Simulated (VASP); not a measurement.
All values below come from PBE GGA, VASP's PBE PAW potentials (set 64) (plane waves; VASP).

The input files of a VASP run:

File KPOINTS:
```
Automatic mesh
0
Gamma
4 4 1
0 0 0
```

### POSCAR
```
Pb
1
    5.1993380000     0.0000000000     0.0000000000
   -2.5996690000     4.5027580000     0.0000000000
    0.0000000000     0.0000000000    14.0000000000
Pb
2
Direct
  0.0012830000   0.0048640000   0.5010070000
  0.6653840000   0.3284690000   0.4989930000
```

**INCAR**
```
SYSTEM = Pb
PREC = Accurate; ENCUT = 300; LREAL = F
LASPH = T
EDIFF = 1E-8; NELM = 100; ALGO = Normal
LMAXMIX = 4
ISMEAR = 0; SIGMA = 0.1
GGA = PE
IBRION = 8; NSW = 1; ISIF = 2
LWAVE = F; LCHARG = F
LEPSILON = F
```

POTCAR, in this order: Pb_d (PBE.64 set). Program: vasp_std.

The cell holds a wide vacuum, so values per volume refer to the whole cell. Unless said otherwise, spin-orbit coupling is left out, though it shifts the bands of the heavy elements here.

Estimate the energy per atom (σ→0), largest force, band gap (on the k-mesh).

* **energy per atom (σ→0)**: -2.717 eV/atom
* **band gap (on the k-mesh)**: none (metal, semimetal or under 0.01 eV)
* **largest force**: 0.183 eV/Å

**OSZICAR**
```
...
RMM:  10    -0.347960347052E+00   -0.77364E-06   -0.12935E-08   594   0.554E-04    0.521E-05
RMM:  11    -0.347960155426E+00    0.19163E-06   -0.47108E-09   557   0.254E-04    0.259E-05
RMM:  12    -0.347960697442E+00   -0.54202E-06   -0.27076E-10   627   0.129E-04    0.213E-05
RMM:  13    -0.347960547403E+00    0.15004E-06    0.21517E-10   617   0.694E-05    0.112E-05
RMM:  14    -0.347960331775E+00    0.21563E-06   -0.27312E-09   619   0.511E-05    0.557E-06
RMM:  15    -0.347960356648E+00   -0.24872E-07    0.44066E-10   596   0.216E-05    0.258E-06
RMM:  16    -0.347960360171E+00   -0.35238E-08    0.14026E-08   619   0.150E-05    0.847E-07
 Linear response finished
```

The cell is a sheet with vacuum, built from a generated structure.
